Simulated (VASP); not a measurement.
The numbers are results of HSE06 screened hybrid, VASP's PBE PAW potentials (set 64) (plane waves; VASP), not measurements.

VASP input:

**KPOINTS**
```
Automatic mesh
0
Gamma
1 1 1
0 0 0
```

### INCAR
```
AEXX = 0.25
ALGO = Normal
EDIFF = 1E-5
ENCUT = 400
GGA = PE
HFSCREEN = 0.2
ISIF = 0
ISMEAR = 0
ISPIN = 2
ISYM = 0
LASPH = .TRUE.
LCHARG = .FALSE.
LHFCALC = .TRUE.
LORBIT = 10
LREAL = Auto
LWAVE = .FALSE.
MAGMOM = 63*0.0476
NELECT = 251.0
NELM = 50
NELMIN = 4
NUPDOWN = 3
PREC = Normal
PRECFOCK = Fast
SIGMA = 0.05
SYSTEM = MgC62
```

**POSCAR**
```
MgC62
1
    7.1465551589     0.0000000000     0.0000000000
    0.0000000000     7.1465551589     0.0000000000
    0.0000000000     0.0000000000     7.1465551589
C Mg
62 1
Direct
  0.4995174652   0.9997531727   0.9994056606
  0.6215970621   0.1271024765   0.1267403738
  0.7478475387   0.2523380217   0.0019769852
  0.8729795264   0.3786583598   0.1267974693
  0.7478223477   0.0023133323   0.2519838177
  0.8729468089   0.1271299836   0.3783321555
  0.9988380826   0.0012914432   0.0010206779
  0.1225517169   0.1266783017   0.1263974059
  0.2469881450   0.2505890349   0.9991636956
  0.3724871211   0.3745480946   0.1240121280
  0.4996010498   0.5005582220   0.0001516806
  0.6256422220   0.6278012916   0.1239048781
  0.7495145389   0.7531943344   0.9990305507
  0.8735053821   0.8775514700   0.1263024098
  0.2470119855   0.9994758048   0.2502781100
  0.3725353470   0.1243327218   0.3742517702
  0.4858540526   0.2390936770   0.2387020358
  0.7607808213   0.5143734571   0.2387547947
  0.8757223570   0.6276230500   0.3741183493
  0.4996434366   0.0004621268   0.5002654971
  0.6256830848   0.1241699390   0.6275327678
  0.7607516066   0.2390816554   0.5140673659
  0.8757180483   0.3744294022   0.6273348875
  0.7495755937   0.9993391720   0.7528453440
  0.8735671980   0.1265986658   0.8772225722
  0.0004172815   0.5006346519   0.9994416027
  0.1229248428   0.6262266218   0.1232176417
  0.2500979259   0.7500672171   0.9988473944
  0.3739444310   0.8772891790   0.1232311441
  0.9977761107   0.2523881980   0.2520746422
  0.1237702941   0.3762814388   0.3759819830
  0.2477312263   0.5022629936   0.2488131317
  0.3627325767   0.6376280927   0.3620840102
  0.4978813262   0.7525660713   0.2486469499
  0.6238826781   0.8764323422   0.3758852981
  0.0003993785   0.9997235847   0.5003269928
  0.1229494238   0.1235507988   0.6258730332
  0.2478411778   0.2491304630   0.5020050121
  0.3627835125   0.3623405497   0.6373294010
  0.6377428584   0.6376587662   0.6373110975
  0.7509795402   0.7524292193   0.5018463035
  0.8766083473   0.8771940087   0.6258324752
  0.2501031646   0.9991010234   0.7497853137
  0.3739804705   0.1235216652   0.8770043374
  0.4979337640   0.2489258479   0.7523127461
  0.6239357990   0.3761970581   0.8761492231
  0.7509621184   0.5021320496   0.7521307619
  0.8765660344   0.6261812358   0.8768735409
  0.0007036147   0.7531608505   0.2502420069
  0.1231951681   0.8769430150   0.3758481073
  0.9995949400   0.5004404693   0.5001466776
  0.1257508419   0.6242884608   0.6240101751
  0.2505473468   0.7495798273   0.4977463369
  0.3757435566   0.8744043713   0.6240473372
  0.0007628670   0.2505529691   0.7528625136
  0.1232027162   0.3761672173   0.8766121211
  0.2506602064   0.4980428240   0.7493067176
  0.3757339320   0.6243833081   0.8741191115
  0.5019926378   0.7496105164   0.7493092715
  0.6239848220   0.8769225301   0.8766050969
  0.0010450907   0.7499876064   0.7497205473
  0.1248087372   0.8752907368   0.8750291689
  0.5617287016   0.4384300098   0.4379983915
```

POTCAR, in this order: C Mg (PBE.64 set). Program: vasp_gam. Read from the step before: WAVECAR.

The run wrote:

**OUTCAR**
```
 ion  position               nearest neighbor table
   1  0.500  1.000  0.999-  60 1.53  44 1.53  29 1.53   2 1.55
   2  0.622  0.127  0.127-  17 1.49   3 1.55   5 1.55   1 1.55
   3  0.748  0.252  0.002-  46 1.54  25 1.55   2 1.55   4 1.55
   4  0.873  0.379  0.127-  18 1.49   3 1.55  30 1.55  26 1.55
   5  0.748  0.002  0.252-  35 1.54  14 1.55   2 1.55   6 1.55
   6  0.873  0.127  0.378-  22 1.49   5 1.55  30 1.55  36 1.56
   7  0.999  0.001  0.001-  14 1.54  25 1.54   8 1.55  62 1.56
   8  0.123  0.127  0.126-   7 1.55  15 1.55   9 1.55  30 1.55
   9  0.247  0.251  0.999-  56 1.53  10 1.54   8 1.55  44 1.55
  10  0.372  0.375  0.124-  17 1.51   9 1.54  11 1.56  32 1.56  63 2.66
  11  0.500  0.501  0.000-  46 1.54  58 1.54  10 1.56  12 1.56
  12  0.626  0.628  0.124-  18 1.50  13 1.54  11 1.56  34 1.56  63 2.66
  13  0.750  0.753  0.999-  60 1.53  12 1.54  14 1.55  48 1.55
  14  0.874  0.878  0.126-   7 1.54  49 1.55  13 1.55   5 1.55
  15  0.247  0.999  0.250-  50 1.53  16 1.54   8 1.55  29 1.55
  16  0.373  0.124  0.374-  17 1.51  15 1.54  20 1.56  38 1.56  63 2.66
  17  0.486  0.239  0.239-   2 1.49  10 1.51  16 1.51  63 2.09
  18  0.761  0.514  0.239-   4 1.49  12 1.50  19 1.51  63 2.08
  19  0.876  0.628  0.374-  18 1.51  49 1.54  51 1.56  41 1.56  63 2.66
  20  0.500  0.000  0.500-  35 1.54  54 1.54  16 1.56  21 1.56
  21  0.626  0.124  0.628-  22 1.50  24 1.54  20 1.56  45 1.56  63 2.66
  22  0.761  0.239  0.514-   6 1.49  21 1.50  23 1.51  63 2.09
  23  0.876  0.374  0.627-  22 1.51  55 1.55  51 1.56  47 1.56  63 2.66
  24  0.750  0.999  0.753-  60 1.53  21 1.54  25 1.55  42 1.55
...
```

OSZICAR:
```
       N       E                     dE             d eps       ncg     rms          rms(c)
DAV:   1    -0.632510148070E+03   -0.63251E+03   -0.82863E+00   632   0.802E+00    0.405E+00
DAV:   2    -0.632677807333E+03   -0.16766E+00   -0.22966E-01   712   0.123E+00    0.255E+00
DAV:   3    -0.632676821133E+03    0.98620E-03   -0.11972E-01   730   0.100E+00    0.142E+00
DAV:   4    -0.632672585827E+03    0.42353E-02   -0.48916E-02   720   0.577E-01    0.749E-01
DAV:   5    -0.632671223031E+03    0.13628E-02   -0.42271E-03   714   0.154E-01    0.433E-01
DAV:   6    -0.632670333963E+03    0.88907E-03   -0.10500E-03   716   0.920E-02    0.232E-01
DAV:   7    -0.632670131872E+03    0.20209E-03   -0.50075E-04   700   0.588E-02    0.119E-01
DAV:   8    -0.632670082249E+03    0.49623E-04   -0.66372E-05   690   0.211E-02    0.660E-02
DAV:   9    -0.632670066528E+03    0.15722E-04   -0.17596E-05   434   0.106E-02    0.377E-02
DAV:  10    -0.632670063538E+03    0.29902E-05   -0.10448E-05   428   0.774E-03
   1 F= -.63267006E+03 E0= -.63267006E+03  d E =-.668292E-11  mag=     3.0000
```

### OUTCAR
```
------------------------ aborting loop because EDIFF is reached ----------------------------------------
  volume of cell :      365.00
      direct lattice vectors                 reciprocal lattice vectors
     7.146555159  0.000000000  0.000000000     0.139927556  0.000000000  0.000000000
     0.000000000  7.146555159  0.000000000     0.000000000  0.139927556  0.000000000
     0.000000000  0.000000000  7.146555159     0.000000000  0.000000000  0.139927556
 POSITION                                       TOTAL-FORCE (eV/Angst)
 -----------------------------------------------------------------------------------
      3.56983      7.14479      7.14231        -0.175332      0.038734      0.053674
      4.44228      0.90834      0.90576         0.220852     -0.175113     -0.170828
      5.34453      1.80335      0.01413         0.040800      0.040781      0.024356
      6.23880      2.70610      0.90617         0.049835      0.045771     -0.050463
      5.34435      0.01653      1.80082         0.032847      0.023467      0.051233
      6.23856      0.90854      2.70377         0.051253     -0.056272      0.047486
      7.13825      0.00923      0.00729         0.007257      0.023187      0.017928
      0.87582      0.90531      0.90331        -0.015590     -0.015319     -0.021060
      1.76511      1.79085      7.14058         0.052209     -0.129311      0.075115
      2.66200      2.67673      0.88626         0.047397      0.280577     -0.073306
      3.57043      3.57727      0.00108         0.002303     -0.002443      0.049898
      4.47119      4.48662      0.88549         0.211610      0.273560     -0.120975
      5.35645      5.38274      7.13963        -0.152145     -0.034417      0.023454
      6.24255      6.27147      0.90263        -0.011170     -0.030558     -0.058117
      1.76528      7.14281      1.78863         0.050042      0.079546     -0.121519
      2.66234      0.88855      2.67461         0.050006     -0.069790      0.272959
      3.47218      1.70870      1.70590        -0.067387     -0.337834     -0.317385
      5.43696      3.67600      1.70627        -0.423968     -0.007201     -0.108328
      6.25840      4.48534      2.67366        -0.056346     -0.078591      0.000085
      3.57073      0.00330      3.57517        -0.007640      0.045896     -0.006602
      4.47148      0.88739      4.48470         0.207487     -0.111440      0.267334
      5.43675      1.70861      3.67381        -0.422204     -0.111714     -0.004798
      6.25837      2.67588      4.48328        -0.055053     -0.003554     -0.081721
      5.35688      7.14183      5.38025        -0.155524      0.019321     -0.023487
      6.24300      0.90474      6.26912        -0.017094     -0.054483     -0.024886
      0.00298      3.57781      7.14256        -0.067924     -0.065328      0.005961
      0.87849      4.47536      0.88058        -0.008999     -0.016124     -0.036755
      1.78734      5.36040      7.13832         0.001378      0.059651      0.021718
      2.67241      6.26960      0.88068         0.182095     -0.001898      0.027600
      7.13066      1.80371      1.80147        -0.034964     -0.001555      0.002965
      0.88453      2.68912      2.68698        -0.056522      0.002028      0.006347
      1.77042      3.58945      1.77816         0.065536      0.003997      0.080831
      2.59229      4.55684      2.58765         0.427315      0.113167     -0.007270
      3.55814      5.37825      1.77697        -0.215835      0.116687     -0.268962
      4.45861      6.26347      2.68629         0.007547     -0.072539     -0.000748
      0.00285      7.14458      3.57561        -0.058377      0.023691     -0.074007
      0.87866      0.88296      4.47284        -0.006704     -0.049969      0.000532
      1.77121      1.78042      3.58761         0.039659      0.074450     -0.012687
      2.59265      2.58949      4.55471         0.443057      0.005694      0.120277
      4.55766      4.55706      4.55458         0.053009      0.328464      0.340416
      5.36692      5.37728      3.58647        -0.028419      0.078701     -0.281441
      6.26473      6.26892      4.47255        -0.066800     -0.072283      0.123460
      1.78738      7.14013      5.35838         0.002112      0.033174      0.050642
      2.67267      0.88275      6.26756         0.167950      0.031550     -0.007585
      3.55851      1.77896      5.37644        -0.218509     -0.269520      0.105031
      4.45899      2.68851      6.26145        -0.010347      0.000717     -0.079201
      5.36679      3.58851      5.37514        -0.028349     -0.267249      0.071237
      6.26443      4.47504      6.26663        -0.061167      0.109557     -0.061494
      0.00503      5.38251      1.78837        -0.008401      0.051471     -0.002728
      0.88042      6.26712      2.68602         0.053713     -0.010198      0.058674
      7.14366      3.57643      3.57433         0.081899     -0.002072      0.000743
      0.89869      4.46151      4.45952         0.035339      0.004290      0.007216
      1.79055      5.35691      3.55717        -0.037009      0.051381     -0.037046
      2.68527      6.24898      4.45979        -0.036956     -0.018562     -0.031888
      0.00545      1.79059      5.38037        -0.016590     -0.002912      0.039679
      0.88048      2.68830      6.26476         0.062638      0.057136      0.001051
      1.79136      3.55929      5.35496        -0.064988     -0.038136      0.038996
      2.68520      4.46219      6.24694        -0.026223     -0.044659     -0.017485
      3.58752      5.35713      5.35498        -0.227474      0.169795      0.162336
      4.45934      6.26698      6.26471         0.179609     -0.034646     -0.039590
      0.00747      5.35983      5.35792         0.015845      0.017182      0.006073
      0.89195      6.25531      6.25344        -0.010164     -0.006616     -0.009117
      4.01443      3.13326      3.13018         0.007574     -0.011318     -0.003825
 -----------------------------------------------------------------------------------
    total drift:                               -0.008434      0.005944      0.021619
  FREE ENERGIE OF THE ION-ELECTRON SYSTEM (eV)
  ---------------------------------------------------
  free  energy   TOTEN  =      -632.6700635375 eV

  energy  without entropy=     -632.6700635375  energy(sigma->0) =     -632.67006354

  exchange ACFDT corr.  =         0.00000000  see jH, gK, PRB 81, 115126

 total charge

# of ion       s       p       d       tot
------------------------------------------
    1        0.841   1.769   0.000   2.610
    2        0.832   1.761   0.000   2.593
    3        0.831   1.749   0.000   2.580
    4        0.832   1.757   0.000   2.589
    5        0.831   1.749   0.000   2.580
    6        0.832   1.757   0.000   2.588
    7        0.833   1.753   0.000   2.586
    8        0.832   1.753   0.000   2.585
    9        0.836   1.755   0.000   2.590
   10        0.833   1.758   0.000   2.591
   11        0.831   1.753   0.000   2.584
   12        0.832   1.757   0.000   2.589
   13        0.836   1.758   0.000   2.594
   14        0.832   1.753   0.000   2.584
   15        0.836   1.755   0.000   2.590
   16        0.833   1.757   0.000   2.591
   17        0.851   1.770   0.000   2.620
   18        0.843   1.804   0.000   2.647
   19        0.832   1.753   0.000   2.586
   20        0.831   1.753   0.000   2.584
   21        0.832   1.757   0.000   2.589
   22        0.843   1.804   0.000   2.646
   23        0.832   1.753   0.000   2.585
   24        0.836   1.758   0.000   2.594
   25        0.832   1.752   0.000   2.584
...
```
(Selected blocks of OUTCAR.)

### OUTCAR
```
 val. band max:       10.3902084664   @ k =   0.0000   0.0000   0.0000

 cond. band min:      10.9581975197   @ k =   0.0000   0.0000   0.0000


 Fermi energy:        10.6218884146

 spin component 1

 k-point     1 :       0.0000    0.0000    0.0000
  band No.  band energies     occupation
      1     -14.6428      1.00000
      2     -12.3853      1.00000
      3     -12.3137      1.00000
      4     -12.3107      1.00000
      5     -12.2696      1.00000
      6     -12.0118      1.00000
      7     -11.6869      1.00000
      8     -10.1114      1.00000
      9     -10.0068      1.00000
     10      -9.9958      1.00000
     11      -9.9581      1.00000
     12      -9.9553      1.00000
     13      -9.9399      1.00000
     14      -9.9106      1.00000
     15      -9.7384      1.00000
     16      -9.7306      1.00000
     17      -9.6216      1.00000
     18      -9.4153      1.00000
     19      -9.0881      1.00000
     20      -8.5047      1.00000
     21      -8.4729      1.00000
     22      -8.2496      1.00000
     23      -6.8364      1.00000
     24      -5.7540      1.00000
     25      -5.7409      1.00000
     26      -5.6868      1.00000
     27      -5.6302      1.00000
     28      -5.2461      1.00000
     29      -5.2064      1.00000
     30      -5.1999      1.00000
     31      -5.1906      1.00000
     32      -5.1862      1.00000
     33      -5.0561      1.00000
     34      -4.6477      1.00000
     35      -4.5681      1.00000
     36      -4.5279      1.00000
     37      -4.4768      1.00000
     38      -4.4623      1.00000
     39      -4.4222      1.00000
     40      -4.3266      1.00000
     41      -4.2876      1.00000
     42      -4.2121      1.00000
     43      -4.1502      1.00000
     44      -2.5036      1.00000
     45      -1.5250      1.00000
     46      -0.9885      1.00000
     47      -0.9810      1.00000
     48      -0.9546      1.00000
     49      -0.9294      1.00000
...
```

The cell is charged, with a uniform compensating background. The supercell is sampled at Γ alone, which is coarse: total energies, pressure and levels can be off, energies of defects by several tenths of an eV.

The cell is a supercell with a defect, built from C (diamond): Mg_C-vac_C, charge -1. The cell's shape comes from a PBE relaxation.
